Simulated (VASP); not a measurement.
An input for Quantum ESPRESSO's pw.x (written as the equivalent of a VASP run, and not itself run):

```
&CONTROL
  calculation = 'vc-relax'
  pseudo_dir = './pseudo'
  outdir = './out'
  tprnfor = .true.
  tstress = .true.
  nstep = 30
  forc_conv_thr = 0.00039
/
&SYSTEM
  ibrav = 0
  nat = 2
  ntyp = 1
  ecutwfc = 96
  occupations = 'smearing'
  smearing = 'methfessel-paxton'
  degauss = 0.00735
  input_dft = 'rpbe'
  nspin = 2
  starting_magnetization(1) = 0.17
/
&ELECTRONS
  conv_thr = 7.3e-09
  electron_maxstep = 100
/
&IONS
/
&CELL
  cell_dofree = 'shape'
/
ATOMIC_SPECIES
  Co 58.933 Co.upf
CELL_PARAMETERS angstrom
     1.2448615   -2.1561637    0.0000000
     1.2448615    2.1561637    0.0000000
     0.0000000    0.0000000    4.0295817
ATOMIC_POSITIONS crystal
  Co   0.3333330  0.6666670  0.2500000
  Co   0.6666670  0.3333330  0.7500000
K_POINTS automatic
  17 17 9 0 0 0
```

Task: Write the VASP files for the same calculation (RPBE).

Result: Several could match; the one computed here: 
### KPOINTS
```
Automatic mesh
0
Gamma
17 17 9
0 0 0
```

### INCAR
```
# general
SYSTEM =Co
PREC   =Accurate
ENCUT  =520   # plane-wave cut-off (eV)
LREAL  =.False.
LASPH  =.True.

# electronic loop
EDIFF  =1E-7
NELM   =100
ALGO   =Normal   # blocked Davidson
LMAXMIX=4   # l cut-off of mixed one-centre charges

# smearing
ISMEAR =1
SIGMA  =0.1   # width (eV)

# functional
GGA    =RP

# spin
ISPIN  =2   # spin-polarised
MAGMOM =1.7 1.7

# ions
IBRION =2
NSW    =30   # most ionic steps
ISIF   =4   # ions and shape, fixed volume
EDIFFG =-0.01

# output
LWAVE  =.False.
LCHARG =.False.
LORBIT =10
```

### POSCAR
```
Co
1
    1.2448615358    -2.1561636640     0.0000000000
    1.2448615358     2.1561636640     0.0000000000
    0.0000000000     0.0000000000     4.0295816596
Co
2
Direct
  0.3333330000   0.6666670000   0.2500000000
  0.6666670000   0.3333330000   0.7500000000
```

POTCAR, in this order: Co (PBE.64 set). Program: vasp_std.

What does not carry over: the potentials are each code's own (VASP's PAW set, PseudoDojo norm-conserving files in pw.x), so ENCUT and ecutwfc are chosen apart and not converted; conv_thr bounds pw.x's estimated SCF error, while EDIFF bounds the energy change between steps; starting_magnetization is a fraction of the valence charge and MAGMOM a moment in μB, so they match only roughly; forc_conv_thr acts on force components and is met together with etot_conv_thr.

The compound is Co in the hcp structure. This cell is one point of a volume scan, at 0.97 of the reference volume. Symmetry was kept, so distortions that lower it aren't found.
